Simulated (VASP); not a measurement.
Level of theory: r2SCAN meta-GGA, VASP's PBE PAW potentials (set 64) (plane waves; VASP).

VASP ran on this input.

POSCAR:
```
InP
1
    0.0000000000     2.9350000000     2.9350000000
    2.9350000000     0.0000000000     2.9350000000
    2.9350000000     2.9350000000     0.0000000000
In P
1 1
Direct
  0.0000000000   0.0000000000   0.0000000000
  0.7500000000   0.7500000000   0.7500000000
```

KPOINTS:
```
Automatic mesh
0
Gamma
7 7 7
0 0 0
```

INCAR:
```
ALGO  =  Normal
ISMEAR  =  0   # Gaussian
NELM  =  100   # most electronic steps
EDIFFG  =  -0.01
LWAVE  =  .FALSE.
LASPH  =  .TRUE.   # aspherical one-centre terms
METAGGA  =  R2SCAN
SYSTEM  =  InP
LCHARG  =  .FALSE.
PREC  =  Accurate
EDIFF  =  1E-6   # SCF stop (eV)
SIGMA  =  0.05   # width (eV)
ENCUT  =  480   # plane-wave cut-off (eV)
IBRION  =  2   # conjugate gradients
LMAXMIX  =  4   # l cut-off of mixed one-centre charges
NSW  =  60
ISIF  =  3   # ions, shape and volume
LREAL  =  .FALSE.   # projection in real space or not
LMIXTAU  =  .TRUE.
```

POTCAR, in this order: In_d P (PBE.64 set). Program: vasp_std.

Output of the run:

**OUTCAR**
```
 ion  position               nearest neighbor table
   1  0.000  0.000  0.000-   2 2.54   2 2.54   2 2.54   2 2.54
   2  0.750  0.750  0.750-   1 2.54   1 2.54   1 2.54   1 2.54
  LATTYP: Found a face centered cubic cell.
 ALAT       =     5.8700000000
 Subroutine PRICEL returns:
 Original cell was already a primitive cell.
 Subroutine GETGRP returns: Found 24 space group operations
The static configuration has the point symmetry T_d .
The dynamic configuration has the point symmetry T_d .
 Subroutine INISYM returns: Found 24 space group operations
 Subroutine IBZKPT returns following result:
 Found     20 irreducible k-points:

 Following reciprocal coordinates:
            Coordinates               Weight
  0.000000  0.000000  0.000000      1.000000
  0.142857  0.000000  0.000000      8.000000
  0.285714  0.000000  0.000000      8.000000
  0.428571  0.000000  0.000000      8.000000
  0.142857  0.142857  0.000000      6.000000
  0.285714  0.142857  0.000000     24.000000
  0.428571  0.142857  0.000000     24.000000
 -0.428571  0.142857  0.000000     24.000000
 -0.285714  0.142857  0.000000     24.000000
...
```

OSZICAR:
```
       N       E                     dE             d eps       ncg     rms          rms(c)
DAV:   1     0.845351807398E+02    0.84535E+02   -0.83949E+03   525   0.148E+03
DAV:   2    -0.281856997425E+02   -0.11272E+03   -0.10884E+03   545   0.327E+02
DAV:   3    -0.356768144925E+02   -0.74911E+01   -0.74359E+01   695   0.893E+01
DAV:   4    -0.358882649724E+02   -0.21145E+00   -0.21132E+00   668   0.166E+01
DAV:   5    -0.358959510419E+02   -0.76861E-02   -0.76858E-02   726   0.243E+00    0.745E+00
DAV:   6    -0.322823229450E+02    0.36136E+01   -0.22434E+00   635   0.389E+01    0.406E+00
DAV:   7    -0.323041127889E+02   -0.21790E-01   -0.68295E-01   575   0.128E+01    0.242E+00
DAV:   8    -0.322219506148E+02    0.82162E-01   -0.33426E-01   520   0.816E+00    0.133E+00
DAV:   9    -0.322491830366E+02   -0.27232E-01   -0.31388E-01   520   0.649E+00    0.556E-01
DAV:  10    -0.321960264149E+02    0.53157E-01   -0.56911E-02   530   0.272E+00    0.190E-01
DAV:  11    -0.322900069097E+02   -0.93980E-01   -0.60358E-02   525   0.257E+00    0.157E-01
DAV:  12    -0.322881699518E+02    0.18370E-02   -0.22239E-03   688   0.576E-01    0.746E-02
DAV:  13    -0.322909678485E+02   -0.27979E-02   -0.18998E-03   520   0.498E-01    0.664E-02
DAV:  14    -0.322904985252E+02    0.46932E-03   -0.21465E-04   615   0.206E-01    0.386E-02
DAV:  15    -0.322909582160E+02   -0.45969E-03   -0.23409E-04   525   0.190E-01    0.195E-02
DAV:  16    -0.322909713511E+02   -0.13135E-04   -0.14414E-05   670   0.405E-02    0.153E-02
DAV:  17    -0.322909707805E+02    0.57063E-06   -0.10408E-06   398   0.116E-02
   1 F= -.32290971E+02 E0= -.32290971E+02  d E =-.322910E+02
       N       E                     dE             d eps       ncg     rms          rms(c)
DAV:   1    -0.324123509894E+02   -0.12138E+00   -0.32718E+00   655   0.423E+01    0.248E+00
DAV:   2    -0.323076952080E+02    0.10466E+00   -0.21988E-01   680   0.117E+01    0.830E-01
DAV:   3    -0.322914646888E+02    0.16231E-01   -0.44181E-02   615   0.535E+00    0.375E-01
DAV:   4    -0.322927774234E+02   -0.13127E-02   -0.76197E-03   525   0.100E+00    0.445E-01
DAV:   5    -0.322930375294E+02   -0.26011E-03   -0.86533E-04   610   0.319E-01    0.266E-01
DAV:   6    -0.322919503029E+02    0.10872E-02   -0.13156E-03   543   0.612E-01    0.155E-01
DAV:   7    -0.322927651429E+02   -0.81484E-03   -0.19211E-03   520   0.599E-01    0.513E-02
DAV:   8    -0.322928865808E+02   -0.12144E-03   -0.65431E-04   520   0.343E-01    0.264E-02
DAV:   9    -0.322930227235E+02   -0.13614E-03   -0.17184E-04   530   0.172E-01    0.115E-02
DAV:  10    -0.322930258709E+02   -0.31474E-05   -0.10000E-05   646   0.339E-02    0.151E-02
DAV:  11    -0.322930257885E+02    0.82387E-07   -0.65897E-07   370   0.693E-03
   2 F= -.32293026E+02 E0= -.32293026E+02  d E =-.205501E-02
       N       E                     dE             d eps       ncg     rms          rms(c)
DAV:   1    -0.323126556876E+02   -0.19630E-01   -0.47961E-01   655   0.155E+01    0.101E+00
DAV:   2    -0.322963665957E+02    0.16289E-01   -0.35630E-02   680   0.498E+00    0.313E-01
DAV:   3    -0.322940939155E+02    0.22727E-02   -0.58935E-03   620   0.200E+00    0.169E-01
DAV:   4    -0.322941172628E+02   -0.23347E-04   -0.16186E-03   525   0.484E-01    0.159E-01
DAV:   5    -0.322943099272E+02   -0.19266E-03   -0.31623E-04   540   0.209E-01    0.444E-02
DAV:   6    -0.322940900250E+02    0.21990E-03   -0.37356E-04   533   0.264E-01    0.546E-02
DAV:   7    -0.322943056941E+02   -0.21567E-03   -0.22661E-04   520   0.193E-01    0.381E-02
DAV:   8    -0.322942882237E+02    0.17470E-04   -0.36018E-05   520   0.775E-02    0.847E-03
DAV:   9    -0.322943103813E+02   -0.22158E-04   -0.19561E-05   594   0.475E-02    0.925E-03
DAV:  10    -0.322943110372E+02   -0.65591E-06   -0.49100E-06   530   0.283E-02
   3 F= -.32294311E+02 E0= -.32294311E+02  d E =-.334026E-02
```

File OUTCAR:
```
------------------------ aborting loop because EDIFF is reached ----------------------------------------
  FORCE on cell =-STRESS in cart. coord.  units (eV):
  Direction    XX          YY          ZZ          XY          YZ          ZX
  --------------------------------------------------------------------------------------
  Total        0.0006367      0.0006367      0.0006367     -0.0000000      0.0000000     -0.0000000
  in kB        0.0198297      0.0198297      0.0198297     -0.0000000      0.0000000     -0.0000000
  external PRESSURE =       0.0198297 kB  Pullay stress =       0.0000000 kB
  volume of cell :       51.44
      direct lattice vectors                 reciprocal lattice vectors
     0.000000000  2.951916082  2.951916082    -0.169381509  0.169381509  0.169381509
     2.951916082 -0.000000000  2.951916082     0.169381509 -0.169381509  0.169381509
     2.951916082  2.951916082 -0.000000000     0.169381509  0.169381509 -0.169381509
  FREE ENERGIE OF THE ION-ELECTRON SYSTEM (eV)
  ---------------------------------------------------
  free  energy   TOTEN  =       -32.2943110372 eV

  energy  without entropy=      -32.2943110372  energy(sigma->0) =      -32.29431104

 reached required accuracy - stopping structural energy minimisation
```
(Selected blocks of OUTCAR.)

File CONTCAR:
```
InP
   1.00000000000000
     0.0000000000000000    2.9519160820884256    2.9519160820884256
     2.9519160820884256   -0.0000000000000000    2.9519160820884256
     2.9519160820884256    2.9519160820884256   -0.0000000000000000
  In              P
     1     1
Direct
     0.0000000000000000    0.0000000000000000    0.0000000000000000
     0.7500000000000000    0.7500000000000000    0.7500000000000000
```

The compound is InP in the zinc blende structure. This run relaxes it. Symmetry was kept, so distortions that lower it aren't found.
